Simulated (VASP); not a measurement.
Data:

```xyz
9
Lattice="4.8062 0.0000 0.0000 -2.4031 4.1623 0.0000 0.0000 0.0000 6.5864" Properties=species:S:1:pos:R:3 pbc="T T T"
Nb    -1.2008     2.0670     1.1078
Nb     2.4479     0.0309     3.2976
Nb     1.1871     2.0633     5.4862
Si     2.3939     2.8307     3.2988
Si    -1.2649     3.4993     5.4802
Si     1.1013     0.6880     1.1155
Si     0.0220     1.3127     3.2747
Si     3.6563     0.6614     5.4775
Si     1.2697     3.4958     1.1004
```

These are PBEsol GGA, VASP's PBE PAW potentials (set 64) (plane waves; VASP) values and carry that method's errors. Settings: 300 eV cut-off, 6×6×4 Γ-centred mesh, first-order Methfessel-Paxton smearing of 0.27 eV, potentials Nb_sv Si.

At this cut-off the stress carries a Pulay error, which pulls relaxed volumes low. Energy and stress use the plane-wave basis of the starting cell.

Problem. The ions, cell shape and volume are relaxed. Give the cell that the relaxation ends in.

Solution. 
```xyz
9
Lattice="4.7609 0.0000 0.0001 -2.3804 4.1231 0.0002 0.0001 0.0003 6.5733" Properties=species:S:1:pos:R:3 pbc="T T T"
Nb     3.5704     2.0611     1.0954
Nb     2.3804     0.0008     3.2867
Nb     1.1905     2.0622     5.4779
Si     2.3811     2.8043     3.2869
Si    -1.2375     3.4643     5.4783
Si     1.1419     0.6585     1.0956
Si     0.0002     1.3190     3.2867
Si     3.6188     0.6603     5.4778
Si     1.2373     3.4635     1.0958
```
Space group P6_222 (180), at a tolerance of 0.03 Å.

Problem. How do energy and volume change from the first to the last step?

Solution. The energy (σ→0) changes by -10.7 meV/atom and the volume by -2.1 %, in 14 ionic steps.

The structure comes from a computed database's NbSi2 entry, a phase known from measurement. In the starting cell atoms are displaced from their ideal sites. This run relaxes it. The run is one of a series of settings (EDIFFG = -0.01, IBRION = 2, ISIF = 3, NSW = 50 against the base run), some of them coarse on purpose. The electron count is odd and the run is not spin-polarised, which forces a metal.
